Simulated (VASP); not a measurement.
A cell of SmMnO₃ (relaxed from the tetragonal-perovskite structure, space group P4mm) near equilibrium:

```yaml
crystal:
  lattice:
    - [3.77853, 0.00000, 0.00000]
    - [0.00000, 3.77853, 0.00000]
    - [0.00000, 0.00000, 3.80519]
  atoms:
    - { symbol: Mn, position: [0.50000, 0.50000, 0.41946], spin: 2.9 }
    - { symbol: Sm, position: [0.00000, 0.00000, 0.96010] }
    - { symbol: O, position: [0.50000, 0.50000, 0.91726], spin: 0.1 }
    - { symbol: O, position: [0.50000, 0.00000, 0.40459], spin: 0.1 }
    - { symbol: O, position: [0.00000, 0.50000, 0.40459], spin: 0.1 }
```

Calculation: PBEsol GGA, VASP's PBE PAW potentials (set 64) (plane waves; VASP).

The 4f electrons are frozen in the core of the lanthanide potential, so 4f levels, which can set the real gap, and their magnetism are missing. The moments were started parallel, and other spin orders were not tried in this run.

| run | ΔE (meV/atom) | σxx | σyy | σzz | largest shear component, with its sign (GPa) | largest force (eV/Å) | moment (μB) |
|---|---|---|---|---|---|---|---|
| as it is | 0.0 | -0.54 | -0.54 | -0.46 | 0.00 | 0.034 | 3.17 |
| after one change | 55.5 | 9.93 | 22.63 | 20.91 | 0.00 | 0.520 | 2.85 |
Stress is in GPa, positive when the cell is compressed.

**Question.** Which change was made?
(A) atom 5 (O) moved by 0.150 Å along z
(B) atom 5 (O) moved by -0.200 Å along x
(C) biaxial strain of +0.5 % in the yz plane
(D) biaxial strain of -4.0 % in the yz plane

**Answer.** D, biaxial strain of -4.0 % in the yz plane

The structure was generated: SmMnO3 was put into the tetragonal-perovskite type (P4mm), which need not be its known phase.
